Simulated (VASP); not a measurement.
**Mg6AlMo: single point with PBE**

Crystal: Mg6AlMo.

```xyz
8
Lattice="4.8183 0.0000 0.0000 0.0000 3.0785 5.3212 0.0000 -3.0785 5.3212" Properties=species:S:1:pos:R:3 pbc="T T T"
Mo    2.4092    0.0000    7.1956
Al    0.0000    0.0000    8.6746
Mg    2.4092    0.0000    1.7675
Mg    2.4092    1.5675    4.4424
Mg    2.4092   -1.5675    4.4424
Mg    0.0000    0.0000    3.5495
Mg    0.0000    1.4626    6.2489
Mg    0.0000   -1.4626    6.2489
```

The cell comes from a database or a generator and needn't be the stable form of this composition.

- Program: VASP 6.6.1
- Task: single point
- Functional: PBE
- Potentials or basis: VASP PAW PBE potentials, release 64 (Mo_sv, Al, Mg)
- Cutoff: 520 eV
- k mesh: 6 × 5 × 5
- Occupations: fermi-dirac, width 0.05 eV
- Spin: no spin polarisation

| Quantity | Value |
| --- | --- |
| Pressure | 0.1 GPa |
| Largest force | 0.066 eV/Å |
| Band gap on the k mesh | none (metal or under the smearing width) |

Forces in eV/Å, atoms in the order of the input:
```
Mo   0.000  0.000  0.017
Al   0.000  0.000 -0.029
Mg   0.000  0.000  0.046
Mg   0.000 -0.019  0.050
Mg   0.000  0.019  0.050
Mg   0.000  0.000 -0.015
Mg   0.000  0.030 -0.060
Mg   0.000 -0.030 -0.060
```

Stress tensor (GPa, compression positive):
```
 0.03  0.00  0.00
 0.00 -0.16  0.00
 0.00  0.00  0.28
```

Levels at points of the mesh, in eV from the Fermi level:
| k point | band 13 | band 14 | band 15 | band 16 | band 17 | band 18 |
| --- | --- | --- | --- | --- | --- | --- |
| (0.00, 0.00, 0.00) | -0.87 | -0.80 | -0.64 | 0.53 | 0.57 | 1.62 |
| (0.50, 0.00, 0.00) | -1.12 | -1.07 | -0.76 | -0.36 | -0.34 | -0.27 |

It took 96 s on 1 thread of Intel(R) Xeon(R) Platinum 8488C (Sapphire Rapids) (shared host), peak memory 0.35 GiB.
